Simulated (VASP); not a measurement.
Output of a VASP run:

**OSZICAR**
```
       N       E                     dE             d eps       ncg     rms          rms(c)
DAV:   1     0.177464433333E+03    0.17746E+03   -0.10754E+04   952   0.138E+03
DAV:   2     0.570462607788E+01   -0.17176E+03   -0.16954E+03  1078   0.334E+02
DAV:   3    -0.116082545514E+02   -0.17313E+02   -0.17169E+02  1223   0.110E+02
DAV:   4    -0.121285369418E+02   -0.52028E+00   -0.51989E+00  1172   0.204E+01
DAV:   5    -0.121417631301E+02   -0.13226E-01   -0.13225E-01  1438   0.318E+00    0.468E+00
DAV:   6    -0.118847819150E+02    0.25698E+00   -0.65229E-01  1403   0.866E+00    0.303E+00
DAV:   7    -0.118696949321E+02    0.15087E-01   -0.15638E-01  1168   0.273E+00    0.971E-01
DAV:   8    -0.118695476972E+02    0.14723E-03   -0.13104E-02  1242   0.114E+00    0.263E-01
DAV:   9    -0.118700914103E+02   -0.54371E-03   -0.14378E-03  1110   0.322E-01    0.815E-02
DAV:  10    -0.118701104942E+02   -0.19084E-04   -0.12777E-04  1393   0.854E-02    0.324E-02
DAV:  11    -0.118701465493E+02   -0.36055E-04   -0.59017E-05  1029   0.486E-02    0.105E-02
DAV:  12    -0.118701463547E+02    0.19460E-06   -0.28493E-06  1319   0.141E-02    0.696E-03
DAV:  13    -0.118701474024E+02   -0.10477E-05   -0.27523E-06   996   0.954E-03    0.172E-03
DAV:  14    -0.118701475304E+02   -0.12793E-06   -0.12586E-07  1053   0.256E-03    0.478E-04
DAV:  15    -0.118701475375E+02   -0.71896E-08   -0.45669E-08   743   0.156E-03
   1 F= -.11870148E+02 E0= -.11870148E+02  d E =0.000000E+00
```

### OUTCAR
```
------------------------ aborting loop because EDIFF is reached ----------------------------------------
  FORCE on cell =-STRESS in cart. coord.  units (eV):
  Direction    XX          YY          ZZ          XY          YZ          ZX
  --------------------------------------------------------------------------------------
  Total        0.0197164      0.0197164      0.0049216      0.0000000      0.0000000      0.0000000
  in kB        0.3527175      0.3527175      0.0880450      0.0000000      0.0000000      0.0000000
  external PRESSURE =       0.2644933 kB  Pullay stress =       0.0000000 kB
  volume of cell :       89.56
      direct lattice vectors                 reciprocal lattice vectors
     1.936317339 -3.353800233  0.000000000     0.258222136 -0.149084610  0.000000000
     1.936317339  3.353800233  0.000000000     0.258222136  0.149084610  0.000000000
     0.000000000  0.000000000  6.895518834     0.000000000  0.000000000  0.145021720
 POSITION                                       TOTAL-FORCE (eV/Angst)
 -----------------------------------------------------------------------------------
      0.00000      0.00000      0.00000        -0.000000     -0.000000      0.000000
      1.93632      1.11794      1.59507         0.000000      0.000000      0.000259
      1.93632     -1.11794      5.30045         0.000000     -0.000000     -0.000259
 -----------------------------------------------------------------------------------
    total drift:                               -0.000000      0.000000      0.000000
  FREE ENERGIE OF THE ION-ELECTRON SYSTEM (eV)
  ---------------------------------------------------
  free  energy   TOTEN  =       -11.8701475375 eV

  energy  without entropy=      -11.8701475375  energy(sigma->0) =      -11.87014754

 total charge

# of ion       s       p       d       tot
------------------------------------------
    1        1.061   0.984  10.084  12.128
    2        1.484   2.296   0.024   3.803
    3        1.484   2.296   0.024   3.803
--------------------------------------------------
tot          4.028   5.575  10.131  19.734
```
(Selected blocks of OUTCAR.)

### POSCAR
```
SnSe2
1
    1.9363173394    -3.3538002334    -0.0000000000
    1.9363173394     3.3538002334     0.0000000000
    0.0000000000    -0.0000000000     6.8955188344
Sn Se
1 2
Direct
  0.0000000000   0.0000000000   0.0000000000
  0.3333330000   0.6666670000   0.2313194813
  0.6666670000   0.3333330000   0.7686805187
```

Reconstruct the remaining input files.

One answer among several that fit: the input of the run itself, PBE GGA, plane waves, VASP's PBE PAW potentials (set 64).

**KPOINTS**
```
Automatic mesh
0
Gamma
7 7 4
0 0 0
```

### INCAR
```
SYSTEM  =  SnSe2
PREC  =  Accurate; ENCUT  =  400; LREAL  =  .False.
LASPH  =  .True.
EDIFF  =  1E-7; NELM  =  100; ALGO  =  Normal
LMAXMIX  =  4
ISMEAR  =  -5
GGA  =  PE
ISIF  =  2
LWAVE  =  .False.; LCHARG  =  .True.; LORBIT  =  11
NEDOS  =  601
LEFG  =  .True.
```

POTCAR, in this order: Sn_d Se (PBE.64 set). Program: vasp_std.

Without a dispersion term in the relaxation, distances and binding between the weakly bound layers, chains or molecules are unreliable, and so is what depends on them.

The compound is SnSe2 in the 1T layered structure. It was relaxed first, which changed the volume by +16 %.
